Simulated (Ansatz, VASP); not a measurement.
## Ge3SbSe in VASP and in Ansatz

```xyz
5
Lattice="5.0392 0.0000 0.0000 0.0000 5.0392 0.0000 0.0000 0.0000 5.2808" Properties=species:S:1:pos:R:3 pbc="T T T"
Ge    0.0000    2.5196    0.0000
Ge    2.5196    0.0000    0.0000
Ge    0.0000    0.0000    0.0000
Sb    0.0000    0.0000    2.6404
Se    2.5196    2.5196    2.6404
```

Alike in both runs: functional PBE; k mesh 4 × 4 × 4; occupations gaussian, width 0.1 eV; no spin polarisation.

Ansatz relaxed the structure, and its values are those at the end. VASP's run is a single point on that final structure, the one shown.

|  | VASP | Ansatz |
| --- | --- | --- |
| version | VASP 6.6.1 | Ansatz 0.2.0 |
| potentials or method | VASP PAW PBE potentials, release 64 (Ge_d, Sb, Se) | scalar-relativistic, plane waves, PAW |
| plane-wave cutoff (eV) | 520 | 420 |
| valence electrons in the cell | 53 | 73 |

```tsv
	VASP	Ansatz	Ansatz less VASP
gap on the k mesh at the Fermi level (eV)	none	none	-
pressure (GPa)	0.1	0.1	-0.02
```

A gap of «none» marks a metal or a gap that the smearing closes. The two sets of potentials don't hold the same shells in valence.

Spin-orbit coupling is left out, which matters for the levels of Sb.
